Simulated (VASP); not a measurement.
OSZICAR of a VASP run on HfO2 (fluorite):

### OSZICAR
```
       N       E                     dE             d eps       ncg     rms          rms(c)
DAV:   1     0.737936959896E+02    0.73794E+02   -0.14940E+04   870   0.174E+03
DAV:   2    -0.764153582223E+02   -0.15021E+03   -0.14628E+03  1130   0.361E+02
DAV:   3    -0.803082514484E+02   -0.38929E+01   -0.38898E+01  1080   0.578E+01
DAV:   4    -0.803288374229E+02   -0.20586E-01   -0.20583E-01  1143   0.453E+00
DAV:   5    -0.803290020500E+02   -0.16463E-03   -0.16463E-03  1059   0.359E-01    0.621E+01
DAV:   6    -0.680234350268E+02    0.12306E+02   -0.15216E+01  1003   0.330E+01    0.458E+01
DAV:   7    -0.700924775821E+02   -0.20690E+01   -0.34240E+00  1003   0.162E+01    0.254E+01
DAV:   8    -0.645732210909E+02    0.55193E+01   -0.20680E+00   870   0.175E+01    0.443E+00
DAV:   9    -0.682579226578E+02   -0.36847E+01   -0.98081E-01   870   0.111E+01    0.728E+00
DAV:  10    -0.685043025617E+02   -0.24638E+00   -0.70517E-01  1010   0.732E+00    0.158E+00
DAV:  11    -0.684418321808E+02    0.62470E-01   -0.27978E-02   926   0.185E+00    0.753E-01
DAV:  12    -0.684334733160E+02    0.83589E-02   -0.46727E-03  1045   0.703E-01    0.694E-01
DAV:  13    -0.684422948373E+02   -0.88215E-02   -0.49659E-03   947   0.737E-01    0.252E-01
DAV:  14    -0.684418160966E+02    0.47874E-03   -0.11040E-03  1129   0.278E-01    0.160E-01
DAV:  15    -0.684418625351E+02   -0.46438E-04   -0.31692E-04  1052   0.130E-01    0.582E-02
DAV:  16    -0.684418539552E+02    0.85799E-05   -0.35568E-05  1031   0.467E-02    0.277E-02
DAV:  17    -0.684418590014E+02   -0.50462E-05   -0.16186E-06   760   0.151E-02    0.126E-02
DAV:  18    -0.684418620069E+02   -0.30055E-05   -0.23061E-06   895   0.159E-02    0.146E-03
DAV:  19    -0.684418619122E+02    0.94699E-07   -0.19134E-07   519   0.568E-03
   1 F= -.62839857E+02 E0= -.62839857E+02  d E =-.628399E+02
       N       E                     dE             d eps       ncg     rms          rms(c)
DAV:   1    -0.686538862322E+02   -0.21202E+00   -0.22519E+01   989   0.492E+01    0.189E+01
DAV:   2    -0.679049243584E+02    0.74896E+00   -0.27510E+00   919   0.140E+01    0.630E+00
DAV:   3    -0.678227888734E+02    0.82135E-01   -0.14574E-01  1024   0.413E+00    0.380E+00
DAV:   4    -0.678074386648E+02    0.15350E-01   -0.49239E-02  1087   0.236E+00    0.204E+00
DAV:   5    -0.677859078317E+02    0.21531E-01   -0.28923E-02   870   0.212E+00    0.114E+00
DAV:   6    -0.678086012313E+02   -0.22693E-01   -0.13702E-02   884   0.135E+00    0.224E-01
DAV:   7    -0.678096702938E+02   -0.10691E-02   -0.75450E-04   919   0.390E-01    0.920E-02
DAV:   8    -0.678094839522E+02    0.18634E-03   -0.82116E-05  1108   0.941E-02    0.133E-01
DAV:   9    -0.678098110992E+02   -0.32715E-03   -0.14379E-04   870   0.134E-01    0.292E-02
DAV:  10    -0.678098402774E+02   -0.29178E-04   -0.13264E-05  1101   0.361E-02    0.391E-02
DAV:  11    -0.678098408222E+02   -0.54479E-06   -0.40651E-07   568   0.732E-03
   2 F= -.62702710E+02 E0= -.62702710E+02  d E =0.137147E+00
       N       E                     dE             d eps       ncg     rms          rms(c)
DAV:   1    -0.687289180643E+02   -0.91908E+00   -0.11254E+01   989   0.341E+01    0.139E+01
DAV:   2    -0.683634287022E+02    0.36549E+00   -0.15223E+00   905   0.102E+01    0.453E+00
DAV:   3    -0.683305833975E+02    0.32845E-01   -0.76467E-02  1031   0.282E+00    0.290E+00
DAV:   4    -0.683205479226E+02    0.10035E-01   -0.30886E-02  1108   0.178E+00    0.144E+00
DAV:   5    -0.683000246252E+02    0.20523E-01   -0.12882E-02   884   0.156E+00    0.703E-01
DAV:   6    -0.683215308072E+02   -0.21506E-01   -0.62205E-03   884   0.103E+00    0.295E-01
DAV:   7    -0.683217282006E+02   -0.19739E-03   -0.27680E-04   933   0.223E-01    0.632E-02
DAV:   8    -0.683215903926E+02    0.13781E-03   -0.35709E-05  1101   0.649E-02    0.945E-02
DAV:   9    -0.683217680993E+02   -0.17771E-03   -0.73875E-05   870   0.938E-02    0.334E-02
DAV:  10    -0.683217814803E+02   -0.13381E-04   -0.61364E-06  1101   0.275E-02    0.325E-02
DAV:  11    -0.683217809960E+02    0.48428E-06   -0.25875E-07   519   0.590E-03
   3 F= -.62865527E+02 E0= -.62865527E+02  d E =-.256701E-01
```

### Question
Which electronic solver shows in the log?

### Answer
It is blocked Davidson (ALGO = Normal, or the opening steps of other solvers). The INCAR had ALGO = Normal.

### Question
Can the final energy be trusted as converged?

### Answer
The run converged. It stopped with EDIFF = 1E-6, NELM = 100, NSW = 40 and EDIFFG = -0.02 after 3 ionic steps (r2SCAN meta-GGA, plane waves, VASP's PBE PAW potentials (set 64)). Energy and stress use the plane-wave basis of the starting cell.

The compound is HfO2 in the fluorite structure, the high-temperature cubic form, which is unstable at 0 K; the monoclinic form is the stable one. This run relaxes it under an external pressure of 30 GPa. Symmetry was kept, so distortions that lower it aren't found.
